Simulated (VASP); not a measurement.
Here is the system:

```yaml
crystal:
  lattice:
    - [1.23485, -2.13883, 0.00000]
    - [1.23485, 2.13883, 0.00000]
    - [0.00000, 0.00000, 3.98821]
  atoms:
    - { symbol: Co, position: [0.33333, 0.66667, 0.25000], spin: 1.6 }
    - { symbol: Co, position: [0.66667, 0.33333, 0.75000], spin: 1.6 }
```

Computed with PBE GGA with D4 dispersion, VASP's PBE PAW potentials (set 64) (plane waves; VASP). Run with 520 eV cut-off, 19×19×10 Γ-centred mesh, tetrahedra with Blöchl corrections, potentials Co.

Q: Estimate the cell moment, energy per atom (σ→0), band gap (on the k-mesh) with the smallest direct gap where there is one.

A: 
```yaml
band gap (on the k-mesh): none (metal, semimetal or under 0.01 eV)
cell_moment: 3.14 μB
energy per atom (σ→0): -7.470 eV/atom
```

Q: Give the moment on each site (PAW-sphere projection).

A: 
```csv
site,moment (μB)
Co1,1.59
Co2,1.59
```

The absolute energy has meaning only against runs of the same code, potentials and settings.

The compound is Co in the hcp structure. It was relaxed first, which changed the volume by -5 %.
